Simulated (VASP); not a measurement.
Calculation: PBE GGA, VASP's PBE PAW potentials (set 64) (plane waves; VASP 6.6.1).

The input files of a VASP run:

File POSCAR:
```
NiSi2
1
    0.0000000000     2.7255743733     2.7255743733
    2.7255743733     0.0000000000     2.7255743733
    2.7255743733     2.7255743733     0.0000000000
Si Ni
2 1
Direct
  0.2500000000   0.2500000000   0.2500000000
  0.7500000000   0.7500000000   0.7500000000
  0.0000000000   0.0000000000   0.0000000000
```

**KPOINTS**
```
Automatic
0
gamma
  10 10 10
0 0 0
```

INCAR:
```
ALGO=Normal
EDIFF=1E-7
ENCUT=480
GGA=PE
ISIF=2
ISMEAR=1
LASPH=.TRUE.
LCHARG=.FALSE.
LMAXMIX=4
LREAL=.FALSE.
LWAVE=.FALSE.
NELM=100
PREC=Accurate
SIGMA=0.1
SYSTEM=NiSi2
```

POTCAR, in this order: Si Ni (PBE.64 set). Program: vasp_std.

Q: Predict the energy per atom (σ→0), band gap (on the k-mesh).

A: 
```yaml
energy per atom (σ→0): -5.789 eV/atom
band gap (on the k-mesh): none (metal, semimetal or under 0.01 eV)
```

File OSZICAR:
```
...
DAV:   9    -0.173703778157E+02    0.41956E-01   -0.29176E-01  1521   0.109E+01    0.646E-01
DAV:  10    -0.173683540613E+02    0.20238E-02   -0.11683E-02  1629   0.232E+00    0.284E-01
DAV:  11    -0.173685019138E+02   -0.14785E-03   -0.11360E-03  1497   0.269E-01    0.502E-02
DAV:  12    -0.173685376595E+02   -0.35746E-04   -0.39275E-05  1502   0.636E-02    0.218E-02
DAV:  13    -0.173685393511E+02   -0.16916E-05   -0.22485E-05  1459   0.963E-02    0.832E-03
DAV:  14    -0.173685395347E+02   -0.18356E-06   -0.20772E-06  1582   0.133E-02    0.489E-03
DAV:  15    -0.173685395163E+02    0.18324E-07   -0.57097E-07  1572   0.177E-02
   1 F= -.17368540E+02 E0= -.17368211E+02  d E =-.985806E-03
```

The compound is NiSi2 in the fluorite structure. It was relaxed first. The run is not spin-polarised, so no magnetic state was tried.
